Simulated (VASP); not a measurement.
SbP: relaxation of cell and atoms with rSCAN

SbP:

```xyz
2
Lattice="3.6322 0.0000 0.0000 -1.8161 3.1456 0.0000 0.0000 0.0000 5.6589" Properties=species:S:1:pos:R:3 pbc="T T T"
Sb    0.0000    2.0970    2.8294
P     0.0000    0.0000    0.0000
```

The cell was built by a generator and needn't be a form met in nature.

```json
{"Program": "VASP 6.6.1", "Task": "relaxation of cell and atoms", "Functional": "rSCAN", "Potentials or basis": "VASP PAW PBE potentials, release 64 (Sb, P)", "Cutoff": "600 eV", "k mesh": "8 × 8 × 5", "Occupations": "gaussian, width 0.05 eV", "Spin": "no spin polarisation", "Further INCAR settings": "ALGO = Normal; EDIFF = 1e-07; IBRION = 2; EDIFFG = -0.01; NSW = 40; ISIF = 3"}
```

```
Relaxed volume                         : 22.02 Å³/atom
Relaxed cell                           : a = 3.720 Å, b = 3.720 Å, c = 3.673 Å, α = 90.00°, β = 90.00°, γ = 120.00°
Space group after relaxing (to 0.05 Å) : P-6m2 (No. 187)
Energy gained by relaxing              : 1154.9 meV/atom
Ionic steps                            : 24
Pressure after relaxing                : 0.0 GPa
Band gap on the k mesh                 : none (metal or under the smearing width)
```

The path:
```csv
step,energy change (eV),largest force (eV/Å),pressure (GPa),volume (Å³)
1,0.0000,0.0000,-12.45,64.65
2,-1.3393,0.0000,-2.42,43.85
3,-1.3592,0.0000,0.07,42.20
4,-1.3598,0.0000,0.79,41.81
5,-1.4217,0.0000,1.98,41.58
6,-1.5725,0.0000,2.74,41.07
7,-2.1206,0.0000,8.49,39.38
8,0.7486,0.0000,59.16,33.09
9,-2.1013,0.0000,13.63,38.50
10,-2.1414,0.0000,11.09,38.88
11,-2.1640,0.0000,10.63,39.18
12,-2.1747,0.0000,10.15,39.76
13,-2.2065,0.0000,8.69,40.29
14,-2.2754,0.0000,4.69,41.90
15,-2.3018,0.0000,-1.88,45.25
16,-2.3080,0.0000,-0.14,44.25
17,-2.3080,0.0000,0.03,44.16
18,-2.3085,0.0000,0.05,44.12
19,-2.3095,0.0000,0.11,44.02
20,-2.3089,0.0000,0.29,43.81
21,-2.3097,0.0000,0.16,43.94
22,-2.3097,0.0000,0.16,43.95
23,-2.3098,0.0000,0.07,44.00
24,-2.3098,0.0000,0.00,44.03
```

Final structure:
```xyz
2
Lattice="3.7205 0.0000 0.0000 -1.8602 3.2220 0.0000 0.0000 0.0000 3.6733" Properties=species:S:1:pos:R:3 pbc="T T T"
Sb    0.0000    2.1480    1.8367
P     0.0000    0.0000    0.0000
```

Levels at points of the mesh, in eV from the Fermi level:
```
           k point  band 3  band 4  band 5  band 6  band 7  band 8
(0.00, 0.00, 0.00)   -3.62   -1.59   -1.59    2.48    2.48    3.61
(0.50, 0.00, 0.00)   -3.51   -1.92   -1.37    1.56    2.06    3.79
```

Wall time 24 min on 1 thread of Intel(R) Xeon(R) Platinum 8375C CPU @ 2.90GHz (Ice Lake), on a shared host, peak memory 0.23 GiB.

Caveat: the volume moved by over 15 % at a fixed basis, so the end points are rough; the PAW data sets were made with another functional, which shifts forces and pressure a little. The run has no spin-orbit coupling, so splittings on Sb are missing.
